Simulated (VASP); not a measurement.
Data:

```
V
1.0
   -1.48909     1.48909     1.45930
    1.48909    -1.48909     1.45930
    1.48909     1.48909    -1.45930
V
1
Direct
  0.00000   0.00000   0.00000
```

Calculation: r2SCAN meta-GGA, VASP's PBE PAW potentials (set 64) (plane waves; VASP). Settings: 480 eV cut-off, 16×16×16 Γ-centred mesh, first-order Methfessel-Paxton smearing of 0.10 eV, potentials V_sv.

Task: Give the stress tensor in GPa (positive for a compressed cell).

Result: 
```
5.03  0.00  0.00
0.00  5.03  0.00
0.00  0.00  7.24
```
The pressure is its mean diagonal, 5.77 GPa.

The compound is V in the bcc structure. This cell was strained or had an atom moved on purpose. The run is not spin-polarised, so no magnetic state was tried.
